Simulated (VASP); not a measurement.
Calculation: revPBE GGA, VASP's PBE PAW potentials (set 64) (plane waves; VASP).

Input for VASP

### POSCAR
```
Si
1
    0.0000000000     2.6888552116     2.6888552116
    2.6888552116     0.0000000000     2.6888552116
    2.6888552116     2.6888552116     0.0000000000
Si
2
Direct
  0.0000000000   0.0000000000   0.0000000000
  0.2500000000   0.2500000000   0.2500000000
```

KPOINTS:
```
kpoints
0
G
 8 8 8
```

**INCAR**
```
SYSTEM  =  Si
PREC  =  Accurate; ENCUT  =  520; LREAL  =  F
LASPH  =  T
EDIFF  =  1E-7; NELM  =  100; ALGO  =  Normal
ISMEAR  =  0; SIGMA  =  0.05
GGA  =  RE
ISIF  =  2
LWAVE  =  F; LCHARG  =  F
```

POTCAR, in this order: Si (PBE.64 set). Program: vasp_std.

Output

### OSZICAR
```
       N       E                     dE             d eps       ncg     rms          rms(c)
DAV:   1     0.795037576840E+01    0.79504E+01   -0.33844E+03   464   0.776E+02
DAV:   2    -0.103398081794E+02   -0.18290E+02   -0.17723E+02   736   0.839E+01
DAV:   3    -0.105500919923E+02   -0.21028E+00   -0.21028E+00   584   0.114E+01
DAV:   4    -0.105509939477E+02   -0.90196E-03   -0.90196E-03   736   0.814E-01
DAV:   5    -0.105509948708E+02   -0.92309E-06   -0.92309E-06   608   0.222E-02    0.578E+00
DAV:   6    -0.104324768650E+02    0.11852E+00   -0.77891E-02   576   0.151E+00    0.355E+00
DAV:   7    -0.103809799960E+02    0.51497E-01   -0.14843E-01   584   0.228E+00    0.181E-01
DAV:   8    -0.103825808054E+02   -0.16008E-02   -0.42402E-03   544   0.503E-01    0.904E-02
DAV:   9    -0.103830487989E+02   -0.46799E-03   -0.60867E-04   576   0.182E-01    0.584E-02
DAV:  10    -0.103830885156E+02   -0.39717E-04   -0.44497E-05   640   0.536E-02    0.807E-03
DAV:  11    -0.103830926070E+02   -0.40914E-05   -0.69857E-06   568   0.202E-02    0.469E-03
DAV:  12    -0.103830928918E+02   -0.28477E-06   -0.73424E-07   616   0.744E-03    0.223E-03
DAV:  13    -0.103830929774E+02   -0.85584E-07   -0.42918E-09   408   0.629E-04
   1 F= -.10383093E+02 E0= -.10383093E+02  d E =-.344382E-11
```

### OUTCAR
```
------------------------ aborting loop because EDIFF is reached ----------------------------------------
  FORCE on cell =-STRESS in cart. coord.  units (eV):
  Direction    XX          YY          ZZ          XY          YZ          ZX
  --------------------------------------------------------------------------------------
  Total        1.4844917      1.4844917      1.4844917      0.0000000      0.0000000     -0.0000000
  in kB       61.1724820     61.1724820     61.1724820      0.0000000      0.0000000     -0.0000000
  external PRESSURE =      61.1724820 kB  Pullay stress =       0.0000000 kB
  volume of cell :       38.88
      direct lattice vectors                 reciprocal lattice vectors
     0.000000000  2.688855212  2.688855212    -0.185952742  0.185952742  0.185952742
     2.688855212  0.000000000  2.688855212     0.185952742 -0.185952742  0.185952742
     2.688855212  2.688855212  0.000000000     0.185952742  0.185952742 -0.185952742
 POSITION                                       TOTAL-FORCE (eV/Angst)
 -----------------------------------------------------------------------------------
      0.00000      0.00000      0.00000        -0.000000     -0.000000     -0.000000
      1.34443      1.34443      1.34443         0.000000      0.000000      0.000000
 -----------------------------------------------------------------------------------
    total drift:                                0.000000      0.000000     -0.000000
  FREE ENERGIE OF THE ION-ELECTRON SYSTEM (eV)
  ---------------------------------------------------
  free  energy   TOTEN  =       -10.3830929774 eV

  energy  without entropy=      -10.3830929774  energy(sigma->0) =      -10.38309298
```
(Selected blocks of OUTCAR.)

File OUTCAR:
```
 val. band max:        6.1823563525   @ k =   0.0000   0.0000   0.0000

 cond. band min:       6.7836068556   @ k =   0.3750   0.3750   0.0000


 Fermi energy:         6.3926337037

 k-point     1 :       0.0000    0.0000    0.0000
  band No.  band energies     occupation
      1      -5.9641      2.00000
      2       6.1824      2.00000
      3       6.1824      2.00000
      4       6.1824      2.00000
      5       8.7611      0.00000
      6       8.7611      0.00000
      7       8.7611      0.00000
      8       9.9938      0.00000

 k-point     2 :       0.1250    0.0000    0.0000
  band No.  band energies     occupation
      1      -5.7548      2.00000
      2       4.5838      2.00000
      3       5.8855      2.00000
      4       5.8855      2.00000
      5       8.7944      0.00000
      6       9.1973      0.00000
      7       9.1973      0.00000
      8      11.2472      0.00000

 k-point     3 :       0.2500    0.0000    0.0000
  band No.  band energies     occupation
      1      -5.1435      2.00000
      2       2.2164      2.00000
      3       5.4053      2.00000
      4       5.4053      2.00000
      5       8.3588      0.00000
      6       9.7129      0.00000
      7       9.7129      0.00000
      8      13.3693      0.00000

 k-point     4 :       0.3750    0.0000    0.0000
  band No.  band energies     occupation
      1      -4.2229      2.00000
      2       0.1494      2.00000
      3       5.0735      2.00000
      4       5.0735      2.00000
      5       8.0037      0.00000
      6       9.6293      0.00000
      7       9.6293      0.00000
      8      14.2117      0.00000

 k-point     5 :       0.5000    0.0000    0.0000
  band No.  band energies     occupation
      1      -3.5592      2.00000
      2      -0.9062      2.00000
      3       4.9603      2.00000
      4       4.9603      2.00000
      5       7.8776      0.00000
      6       9.5068      0.00000
      7       9.5068      0.00000
...
```

The compound is Si in the diamond structure. This cell is one point of a volume scan, at 0.94 of the reference volume.
